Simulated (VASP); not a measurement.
```yaml
crystal:
  lattice:
    - [3.52343, 0.00000, 0.00000]
    - [0.00000, 3.52343, 0.00000]
    - [0.00000, 0.00000, 3.52343]
  atoms:
    - { symbol: Al, position: [0.00000, 0.00000, 0.00000] }
    - { symbol: Ni, position: [0.00000, 0.50000, 0.50000], spin: 0.3 }
    - { symbol: Ni, position: [0.50000, 0.00000, 0.50000], spin: 0.3 }
    - { symbol: Ni, position: [0.50000, 0.50000, 0.00000], spin: 0.3 }
```

Computed with r2SCAN meta-GGA, VASP's PBE PAW potentials (set 64) (plane waves; VASP). Numerical set-up: 480 eV cut-off, 8×8×8 Γ-centred mesh, first-order Methfessel-Paxton smearing of 0.10 eV, potentials Al Ni.

### Question
Predict the cell moment, energy per atom (σ→0), band gap (on the k-mesh) with the smallest direct gap where there is one.

### Answer

```yaml
band gap (on the k-mesh): none (metal, semimetal or under 0.01 eV)
cell_moment: 0.84 μB
energy per atom (σ→0): -11.075 eV/atom
```

### Question
Give the moment on each site (PAW-sphere projection).

### Answer

```
site  moment (μB)
----  -----------
Al1         -0.02
Ni2          0.32
Ni3          0.32
Ni4          0.32
```

The absolute energy has meaning only against runs of the same code, potentials and settings.

The compound is Ni3Al in the L1_2 structure. It was relaxed first.
